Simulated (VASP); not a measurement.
## Ge2Rh (relaxed from the MoSi2 structure, space group I4/mmm): computed properties

Computed with PBEsol GGA, VASP's PBE PAW potentials (set 64) (plane waves; VASP 6.6.1).

For Ge₂Rh, the space group comes out as I4/mmm (139) and the cell is a = b = 3.361 Å, c = 8.050 Å, α = β = γ = 90.00°. The volume per atom is 15.16 Å^3/atom and the band gap (over mesh and band path) is none (metal, semimetal or under 0.01 eV). The density is 9.06 g/cm³.

Space group I4/mmm (No. 139); a = b = 3.361 Å, c = 8.050 Å, α = β = γ = 90.00°

| atom | site | symmetry | x | y | z |
|---|---|---|---|---|---|
| Rh | 2a | 4/mmm | 0.0000 | 0.0000 | 0.0000 |
| Ge | 4e | 4mm | 0.0000 | 0.0000 | 0.3385 |
(The calculation used a cell of 3 atoms; values per cell refer to that cell.)

The structure was generated: Ge2Rh was put into the MoSi2 type (I4/mmm), which need not be its known phase. It was relaxed first, which changed the volume by +13 %. Symmetry was kept, so distortions that lower it aren't found. The electron count is odd and the run is not spin-polarised, which forces a metal.
